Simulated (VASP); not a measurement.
# Ti on the Al site in a supercell of Al

How easily does Ti on the Al site form in Al? The host is relaxed first, then a supercell is run with and without the defect.

Calculated with VASP 6.6.1; PBEsol; plane waves and PAW (Al), in the first sound run; inputs show where later runs differ.

## (1) The host crystal

It takes space group Fm-3m (No. 225, cubic). Conventional cell: a = 4.050 Å, b = 4.050 Å, c = 4.050 Å, α = 90.00°, β = 90.00°, γ = 90.00°. Al has 12 Al at 2.86 Å nearest.

## (2) The host at zero pressure

First cell and atoms are relaxed at a raised cutoff, so that later runs start from this functional's own cell.

Contents of INCAR:

```
SYSTEM = Al
PREC = Accurate
ENCUT = 350
EDIFF = 1E-06
NELM = 120
ISMEAR = 1
SIGMA = 0.15
LREAL = .FALSE.
ALGO = Normal
GGA = PS
NBANDS = 7
LORBIT = 11
LWAVE = .FALSE.
LCHARG = .FALSE.
KPAR = 4
IBRION = 2
NSW = 40
ISIF = 3
EDIFFG = -0.02
POTIM = 0.4
```

Contents of POSCAR:

```
Al
1.0
    0.0000000000      2.0250000000      2.0250000000
    2.0250000000      0.0000000000      2.0250000000
    2.0250000000      2.0250000000      0.0000000000
Al
1
Direct
    0.0000000000      0.0000000000      0.0000000000
```

Contents of KPOINTS:

```
Automatic mesh
0
Gamma
14 14 14
0 0 0
```

PAW data sets: Al (PBE family, release 64).

On the command line:

```
$ mpirun -np 4 vasp_std
```

Output:

```text
[banner, memory and clock lines left out]
running    4 mpi-ranks, on    1 nodes
 distrk:  each k-point on    1 cores,    4 groups
 distr:  one band on    1 cores,    1 groups

 POSCAR found type information on POSCAR Al
 POSCAR found :  1 types and       1 ions
|                                                                             |
|               ----> ADVICE to this user running VASP <----                  |
|                                                                             |
|     You enforced a specific xc type in the INCAR file but a different       |
|     [... a line on the potential file left out ...]
|     I HOPE YOU KNOW WHAT YOU ARE DOING!                                     |
|                                                                             |

 LDA part: xc-table for (Slater+PW92), standard interpolation
 POSCAR, INCAR and KPOINTS ok, starting setup
 FFT: planning ... GRIDC
 FFT: planning ... GRID_SOFT
 FFT: planning ... GRID
 WAVECAR not read
 entering main loop
       N       E                     dE             d eps       ncg     rms          rms(c)
DAV:   1    -0.317276432259E+01   -0.31728E+01   -0.68245E+02  1659   0.156E+02
DAV:   2    -0.410457472322E+01   -0.93181E+00   -0.86879E+00  1988   0.174E+01
DAV:   3    -0.410916131287E+01   -0.45866E-02   -0.45839E-02  2009   0.123E+00
DAV:   4    -0.410916891494E+01   -0.76021E-05   -0.76011E-05  2191   0.425E-02
DAV:   5    -0.410916892349E+01   -0.85524E-08   -0.89724E-08  2058   0.878E-04    0.140E+00
DAV:   6    -0.409198440678E+01    0.17185E-01   -0.23024E-03  1869   0.220E-01    0.797E-01
DAV:   7    -0.408037837968E+01    0.11606E-01   -0.62783E-03  1827   0.351E-01    0.169E-01
DAV:   8    -0.408036278811E+01    0.15592E-04   -0.22573E-05  2135   0.353E-02    0.100E-02
DAV:   9    -0.408036199719E+01    0.79092E-06   -0.40758E-07  1981   0.307E-03
   1 F= -.40803620E+01 E0= -.40803062E+01  d E =-.408036E+01
 curvature:   0.00 expect dE= 0.000E+00 dE for cont linesearch  0.000E+00
 trial: gam= 0.00000 g(F)=  0.000E+00 g(S)=  0.631E-02 ort = 0.000E+00 (trialstep = 0.100E+01)
 search vector abs. value=  0.631E-02
 bond charge predicted
       N       E                     dE             d eps       ncg     rms          rms(c)
DAV:   1    -0.408409712961E+01   -0.37343E-02   -0.36535E-02  1848   0.861E-01    0.151E-01
DAV:   2    -0.408391076655E+01    0.18636E-03   -0.19047E-04  1827   0.102E-01    0.597E-02
DAV:   3    -0.408378889262E+01    0.12187E-03   -0.47673E-05  1904   0.282E-02    0.190E-02
DAV:   4    -0.408378363776E+01    0.52549E-05   -0.31204E-06  2114   0.749E-03    0.126E-02
DAV:   5    -0.408378367060E+01   -0.32847E-07   -0.18998E-08   882   0.954E-04
   2 F= -.40837837E+01 E0= -.40837493E+01  d E =-.342167E-02
 trial-energy change:   -0.003422  1 .order   -0.003369   -0.006305   -0.000432
 step:   1.0696(harm=  1.0736)  dis= 0.00000  next Energy=    -4.083799 (dE=-0.344E-02)
 reached required accuracy - stopping structural energy minimisation
```

Run time: 1.6 s. Hardware: 4 MPI ranks of Intel Xeon 6975P-C (Granite Rapids), shared host; peak memory 0.44 GiB; 4.6 s of CPU time.

Lines that name or quote the potential files are left out of all logs, and their timing lines are given in words.

Parts of OUTCAR (step 2):

```text
ion  position               nearest neighbor table
   1  0.000  0.000  0.000-

  LATTYP: Found a face centered cubic cell.
 ALAT       =     4.0500000000

 Subroutine GETGRP returns: Found 48 space group operations
 (whereof 48 operations were pure point group operations)

The static configuration has the point symmetry O_h .

 Found    104 irreducible k-points:

   k-points           NKPTS =    104   k-points in BZ     NKDIM =    104   number of bands    NBANDS=      7

   dimension x,y,z NGX =    18 NGY =   18 NGZ =   18
   dimension x,y,z NGXF=    36 NGYF=   36 NGZF=   36

   ENCUT  =  350.0 eV  25.72 Ry    5.07 a.u.   4.37  4.37  4.37*2*pi/ulx,y,z

   NELECT =       3.0000    total number of electrons

 k-points in reciprocal lattice and weights: Automatic mesh
   0.00000000  0.00000000  0.00000000       0.000
   0.07142857  0.00000000  0.00000000       0.003
   0.14285714  0.00000000  0.00000000       0.003
   0.21428571  0.00000000  0.00000000       0.003
   0.28571429  0.00000000  0.00000000       0.003
   0.35714286  0.00000000  0.00000000       0.003
   0.42857143  0.00000000  0.00000000       0.003
   0.50000000  0.00000000  0.00000000       0.001
   0.07142857  0.07142857  0.00000000       0.002
[...]
-0.28571429  0.42857143  0.21428571       0.009
  -0.28571429  0.50000000  0.21428571       0.004

 average (electrostatic) potential at core
       1 -72.0799

 E-fermi :   8.1240

 k-point     1 :       0.0000    0.0000    0.0000
  band No.  band energies     occupation
      1      -3.1066      2.00000
      2      20.8820      0.00000
      3      20.8820      0.00000
      4      20.8820      0.00000
      5      22.5244      0.00000
      6      22.5244      0.00000
    ...

 k-point     2 :       0.0714    0.0000    0.0000
  band No.  band energies     occupation
      1      -2.9661      2.00000
      2      18.7543      0.00000
      3      20.4479      0.00000
      4      20.4479      0.00000
      5      23.1354      0.00000
      6      23.1771      0.00000
    ...

 k-point     3 :       0.1429    0.0000    0.0000
  band No.  band energies     occupation
      1      -2.5452      2.00000
      2      15.8425      0.00000
      3      19.8243      0.00000
      4      19.8243      0.00000
      5      23.0331      0.00000
      6      24.3118      0.00000
    ...

  Total       -0.0159939     -0.0159939     -0.0159939      0.0000000      0.0000000      0.0000000
  in kB       -1.5854306     -1.5854306     -1.5854306      0.0000000      0.0000000      0.0000000
  external PRESSURE =      -1.5854306 kB  Pullay stress =       0.0000000 kB

  energy-cutoff  :      350.00
  volume of cell :       16.16
      direct lattice vectors                 reciprocal lattice vectors
    -0.000000000  2.006762134  2.006762134    -0.249157581  0.249157581  0.249157581
     2.006762134 -0.000000000  2.006762134     0.249157581 -0.249157581  0.249157581
     2.006762134  2.006762134  0.000000000     0.249157581  0.249157581 -0.249157581

 POSITION                                       TOTAL-FORCE (eV/Angst)
 -----------------------------------------------------------------------------------
      0.00000      0.00000      0.00000         0.000000      0.000000      0.000000
 -----------------------------------------------------------------------------------
    total drift:                               -0.000000      0.000000      0.000000

  FREE ENERGIE OF THE ION-ELECTRON SYSTEM (eV)
  ---------------------------------------------------
  free  energy   TOTEN  =        -4.0837836706 eV

  energy  without entropy=       -4.0836804814  energy(sigma->0) =       -4.08374927

 reached required accuracy - stopping structural energy minimisation

 total charge
# of ion       s       p       d       tot
------------------------------------------
    1        0.426   0.350   0.000   0.776

[... 3 further parts left out ...]
```

CONTCAR:

```
Al
   1.00000000000000
    -0.0000000000000000    2.0067621341994122    2.0067621341994122
     2.0067621341994122   -0.0000000000000000    2.0067621341994122
     2.0067621341994122    2.0067621341994122    0.0000000000000000
  Al
     1
Direct
     0.0000000000000000    0.0000000000000000    0.0000000000000000
```

This run has no spin polarisation. Its electron count is odd, so without a moment it is a metal by construction. The PAW data sets were made with PBE, which is usual practice but a small mismatch for other functionals. The run keeps the 48 symmetry operations of its start, so it cannot find a distortion of lower symmetry.

The steps of the relaxation:

| step | energy less that of the first step (eV) | largest force (eV/Å) | pressure (GPa) | volume (Å³) |
| --- | --- | --- | --- | --- |
| 1 | 0.0000 | 0.0000 | -2.25 | 16.61 |
| 2 | -0.0034 | 0.0000 | -0.16 | 16.16 |

| conventional cell, symmetrised | before | after | change |
| --- | --- | --- | --- |
| a (Å) | 4.050 | 4.014 | -0.9 % |
| b (Å) | 4.050 | 4.014 | -0.9 % |
| c (Å) | 4.050 | 4.014 | -0.9 % |
| volume (Å³/atom) | 16.61 | 16.16 | -2.7 % |

Final coordinates:

```xyz
1
Lattice="0.0000 2.0068 2.0068 2.0068 0.0000 2.0068 2.0068 2.0068 0.0000" Properties=species:S:1:pos:R:3 pbc="T T T"
Al    0.0000    0.0000    0.0000
```

This step gave:

```
electronic cycles                               : 14
electrons                                       : 3
free energy (TOTEN)                             : -4.084 eV
Fermi energy                                    : 8.124 eV
labelled metallic, from the levels on this mesh : yes
```

The run ended after 2 ionic steps, 0.003 eV below its first step, once forces and stress met EDIFFG = -0.02.

## (3) The supercell without the defect

System of this step: Al. Symmetry: Fm-3m, No. 225, cubic system. Conventional cell: a = 4.014 Å, b = 4.014 Å, c = 4.014 Å, α = 90.00°, β = 90.00°, γ = 90.00°. Nearest to Al lie 12 Al at 2.84 Å.

The same cell, mesh and cutoff without the defect give the energy to subtract and, in a gapped host, the band edges to count from, so that most errors cancel.

Contents of INCAR:

```
SYSTEM = Al
PREC = Normal
ENCUT = 300
EDIFF = 1E-05
NELM = 120
ISMEAR = 1
SIGMA = 0.2
LREAL = Auto
ALGO = Fast
GGA = PS
LORBIT = 11
LWAVE = .FALSE.
LCHARG = .FALSE.
KPAR = 4
```

Contents of POSCAR:

```
Al
1.0
    8.0270485368      0.0000000000      0.0000000000
    0.0000000000      8.0270485368      0.0000000000
    0.0000000000      0.0000000000      8.0270485368
Al
32
Direct
    0.5000000000      0.0000000000      0.0000000000
    0.7500000000      0.2500000000      0.0000000000
    0.7500000000      0.0000000000      0.2500000000
    0.0000000000      0.0000000000      0.0000000000
    0.2500000000      0.2500000000      0.0000000000
    0.5000000000      0.5000000000      0.0000000000
    0.7500000000      0.7500000000      0.0000000000
    0.2500000000      0.0000000000      0.2500000000
    0.5000000000      0.2500000000      0.2500000000
    0.7500000000      0.5000000000      0.2500000000
    0.5000000000      0.0000000000      0.5000000000
    0.7500000000      0.2500000000      0.5000000000
    0.7500000000      0.0000000000      0.7500000000
    0.0000000000      0.5000000000      0.0000000000
    0.2500000000      0.7500000000      0.0000000000
    0.0000000000      0.2500000000      0.2500000000
    0.2500000000      0.5000000000      0.2500000000
    0.5000000000      0.7500000000      0.2500000000
    0.0000000000      0.0000000000      0.5000000000
    0.2500000000      0.2500000000      0.5000000000
    0.5000000000      0.5000000000      0.5000000000
    0.7500000000      0.7500000000      0.5000000000
    0.2500000000      0.0000000000      0.7500000000
    0.5000000000      0.2500000000      0.7500000000
    0.7500000000      0.5000000000      0.7500000000
    0.0000000000      0.7500000000      0.2500000000
    0.0000000000      0.5000000000      0.5000000000
    0.2500000000      0.7500000000      0.5000000000
    0.0000000000      0.2500000000      0.7500000000
    0.2500000000      0.5000000000      0.7500000000
    0.5000000000      0.7500000000      0.7500000000
    0.0000000000      0.7500000000      0.7500000000
```

Contents of KPOINTS:

```
Automatic mesh
0
Monkhorst-Pack
4 4 4
0 0 0
```

On the command line:

```
$ mpirun -np 4 vasp_std
```

Output:

```text
[banner, memory and clock lines left out]
running    4 mpi-ranks, on    1 nodes
 distrk:  each k-point on    1 cores,    4 groups
 distr:  one band on    1 cores,    1 groups

 POSCAR found type information on POSCAR Al
 POSCAR found :  1 types and      32 ions
 [... a notice as in an earlier step ...]

 LDA part: xc-table for (Slater+PW92), standard interpolation
 POSCAR, INCAR and KPOINTS ok, starting setup
 FFT: planning ... GRIDC
 FFT: planning ... GRID_SOFT
 FFT: planning ... GRID
 WAVECAR not read
 entering main loop
       N       E                     dE             d eps       ncg     rms          rms(c)
DAV:   1     0.671064145079E+02    0.67106E+02   -0.23934E+04   520   0.759E+02
DAV:   2    -0.121449216444E+03   -0.18856E+03   -0.17720E+03   629   0.119E+02
DAV:   3    -0.131780072700E+03   -0.10331E+02   -0.99060E+01   632   0.238E+01
DAV:   4    -0.131977414043E+03   -0.19734E+00   -0.19564E+00   608   0.337E+00
DAV:   5    -0.131980561581E+03   -0.31475E-02   -0.31404E-02   608   0.410E-01    0.847E+00
RMM:   6    -0.131420512922E+03    0.56005E+00   -0.63796E-02   528   0.722E-01    0.488E+00
RMM:   7    -0.131043801535E+03    0.37671E+00   -0.16028E-01   542   0.110E+00    0.619E-01
RMM:   8    -0.131040771784E+03    0.30298E-02   -0.11747E-02   564   0.337E-01    0.791E-02
RMM:   9    -0.131040926519E+03   -0.15473E-03   -0.17001E-03   604   0.156E-01    0.108E-01
RMM:  10    -0.131040973023E+03   -0.46504E-04   -0.31482E-04   606   0.461E-02    0.409E-01
RMM:  11    -0.131040926396E+03    0.46627E-04   -0.35330E-05   444   0.195E-02    0.150E-01
RMM:  12    -0.131040922049E+03    0.43470E-05   -0.87982E-06   366   0.121E-02
   1 F= -.13104092E+03 E0= -.13103601E+03  d E =-.147452E-01
```

Wall time 5 s (4 MPI ranks); peak memory 0.84 GiB.

Parts of OUTCAR (step 3):

```text
  LATTYP: Found a simple cubic cell.
 ALAT       =     8.0270485368

The static configuration has the point symmetry O_h .

 Found      4 irreducible k-points:

   k-points           NKPTS =      4   k-points in BZ     NKDIM =      4   number of bands    NBANDS=     65

   dimension x,y,z NGX =    36 NGY =   36 NGZ =   36
   dimension x,y,z NGXF=    72 NGYF=   72 NGZF=   72

   ENCUT  =  300.0 eV  22.05 Ry    4.70 a.u.  11.34 11.34 11.34*2*pi/ulx,y,z

   NELECT =      96.0000    total number of electrons

 E-fermi :   8.1292

 k-point     1 :       0.1250    0.1250    0.1250
  band No.  band energies     occupation
    ...
     44       7.3498      2.00000
     45       7.3498      2.00000
     46       7.8997      2.06888
     47       7.8997      2.06888
     48       7.8997      2.06888
     49       8.8271     -0.00001
     50       8.8271     -0.00001
     51       8.8271     -0.00001
     52       8.8271     -0.00001
     53       8.8271     -0.00001
    ...

 k-point     2 :       0.3750    0.1250    0.1250
  band No.  band energies     occupation
    ...
     47       7.6299      2.00235
     48       8.0107      1.83341
     49       8.0107      1.83341
     50       8.1636      0.71351
     51       8.1636      0.71351
     52       8.3058     -0.01666
     53       8.7623     -0.00007
     54       8.7623     -0.00007
     55       9.1971     -0.00000
     56       9.1971     -0.00000
    ...

  Total       -0.8100326     -0.8100326     -0.8100326      0.0000000     -0.0000000     -0.0000000
  in kB       -2.5092586     -2.5092586     -2.5092586      0.0000000     -0.0000000     -0.0000000
  external PRESSURE =      -2.5092586 kB  Pullay stress =       0.0000000 kB

  energy-cutoff  :      300.00
  volume of cell :      517.21
      direct lattice vectors                 reciprocal lattice vectors
     8.027048537  0.000000000  0.000000000     0.124578791  0.000000000  0.000000000
     0.000000000  8.027048537  0.000000000     0.000000000  0.124578791  0.000000000
     0.000000000  0.000000000  8.027048537     0.000000000  0.000000000  0.124578791

 POSITION                                       TOTAL-FORCE (eV/Angst)
 -----------------------------------------------------------------------------------
      4.01352      0.00000      0.00000        -0.000000      0.000000      0.000000
      6.02029      2.00676      0.00000         0.000000      0.000000     -0.000000
      6.02029      0.00000      2.00676         0.000000      0.000000     -0.000000
      0.00000      0.00000      0.00000         0.000000     -0.000000      0.000000
      2.00676      2.00676      0.00000        -0.000000      0.000000     -0.000000
      4.01352      4.01352      0.00000        -0.000000     -0.000000     -0.000000
      6.02029      6.02029      0.00000         0.000000     -0.000000     -0.000000
      2.00676      0.00000      2.00676        -0.000000     -0.000000      0.000000
      4.01352      2.00676      2.00676        -0.000000      0.000000     -0.000000
      6.02029      4.01352      2.00676        -0.000000      0.000000     -0.000000
      4.01352      0.00000      4.01352         0.000000     -0.000000      0.000000
      6.02029      2.00676      4.01352        -0.000000      0.000000     -0.000000
      6.02029      0.00000      6.02029         0.000000     -0.000000      0.000000
      0.00000      4.01352      0.00000         0.000000      0.000000     -0.000000
      2.00676      6.02029      0.00000        -0.000000     -0.000000      0.000000
      0.00000      2.00676      2.00676        -0.000000      0.000000      0.000000
      2.00676      4.01352      2.00676         0.000000     -0.000000      0.000000
      4.01352      6.02029      2.00676         0.000000     -0.000000      0.000000
      0.00000      0.00000      4.01352        -0.000000     -0.000000     -0.000000
      2.00676      2.00676      4.01352        -0.000000      0.000000      0.000000
      4.01352      4.01352      4.01352         0.000000     -0.000000      0.000000
      6.02029      6.02029      4.01352        -0.000000      0.000000      0.000000
      2.00676      0.00000      6.02029        -0.000000      0.000000      0.000000
      4.01352      2.00676      6.02029         0.000000      0.000000     -0.000000
      6.02029      4.01352      6.02029         0.000000     -0.000000      0.000000
      0.00000      6.02029      2.00676         0.000000     -0.000000     -0.000000
      0.00000      4.01352      4.01352        -0.000000     -0.000000     -0.000000
      2.00676      6.02029      4.01352         0.000000     -0.000000      0.000000
      0.00000      2.00676      6.02029         0.000000      0.000000     -0.000000
      2.00676      4.01352      6.02029        -0.000000      0.000000     -0.000000
      4.01352      6.02029      6.02029         0.000000     -0.000000     -0.000000
      0.00000      6.02029      6.02029         0.000000      0.000000      0.000000
 -----------------------------------------------------------------------------------
    total drift:                               -0.000000     -0.000000      0.000000

  FREE ENERGIE OF THE ION-ELECTRON SYSTEM (eV)
  ---------------------------------------------------
  free  energy   TOTEN  =      -131.0409220486 eV

  energy  without entropy=     -131.0261768676  energy(sigma->0) =     -131.03600699

 total charge
# of ion       s       p       d       tot
------------------------------------------
    1        0.428   0.352   0.000   0.779
    2        0.428   0.352   0.000   0.779
    3        0.428   0.352   0.000   0.779
    4        0.428   0.352   0.000   0.779
    5        0.428   0.352   0.000   0.779
    6        0.428   0.352   0.000   0.779
    7        0.428   0.352   0.000   0.779
    8        0.428   0.352   0.000   0.779
    9        0.428   0.352   0.000   0.779
   10        0.428   0.352   0.000   0.779
   11        0.428   0.352   0.000   0.779
   12        0.428   0.352   0.000   0.779
   13        0.428   0.352   0.000   0.779
   14        0.428   0.352   0.000   0.779
   15        0.428   0.352   0.000   0.779
   16        0.428   0.352   0.000   0.779
   17        0.428   0.352   0.000   0.779
   18        0.428   0.352   0.000   0.779
   19        0.428   0.352   0.000   0.779
   20        0.428   0.352   0.000   0.779
   21        0.428   0.352   0.000   0.779
   22        0.428   0.352   0.000   0.779
   23        0.428   0.352   0.000   0.779
   24        0.428   0.352   0.000   0.779
   25        0.428   0.352   0.000   0.779
   26        0.428   0.352   0.000   0.779
   27        0.428   0.352   0.000   0.779
   28        0.428   0.352   0.000   0.779
   29        0.428   0.352   0.000   0.779
   30        0.428   0.352   0.000   0.779
   31        0.428   0.352   0.000   0.779
   32        0.428   0.352   0.000   0.779
--------------------------------------------------
tot         13.687  11.253   0.000  24.940

[... 1 part as in an earlier step ...]

[... 5 further parts left out ...]
```

Numbers from this step:

```
electronic cycles       : 12
electrons               : 96
free energy (TOTEN)     : -131.0409 eV
energy at zero smearing : -131.0360 eV
Fermi energy            : 8.129 eV
```

The host is treated as a metal, as its relaxation found a gap under 0.3 eV or none, and only the neutral defect is run.

(Part 1 of 3 ends here.)

[Lines on the potential files, build, host, timing and source positions are cut from VASP's logs without a mark.]

[Logs are printed without paths, hosts, clocks, repeated set-up lines and the standing remarks that a program may print on its own settings, such as how far it seeks lower states.]

[Hosts, paths, dates, database ids (printed as entryN), source tags and the programs' standing remarks are cut or masked in the printed files.]

[In band tables of VASP the shares of atoms and orbitals are scaled to a sum of 1 inside the atoms' spheres.]

[Runs that stopped without an error message from VASP are left out.]
